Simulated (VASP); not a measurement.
Method: r2SCAN meta-GGA, VASP's PBE PAW potentials (set 64) (plane waves; VASP).

Gaps are without spin-orbit coupling.

```json
{
  "volume_per_atom": "17.84 Å^3/atom",
  "band gap (over mesh and band path)": "0.30 eV",
  "smallest direct gap (over mesh and band path)": "2.33 eV"
}
```

Q: Which relaxed crystal gives these values?
A) InP, F-43m (216)
B) AlInSb2, P-4m2 (115)
C) Li2HfN2, P-3m1 (164)
D) SnO, P4/nmm (129)

A: D, SnO, P4/nmm (129)
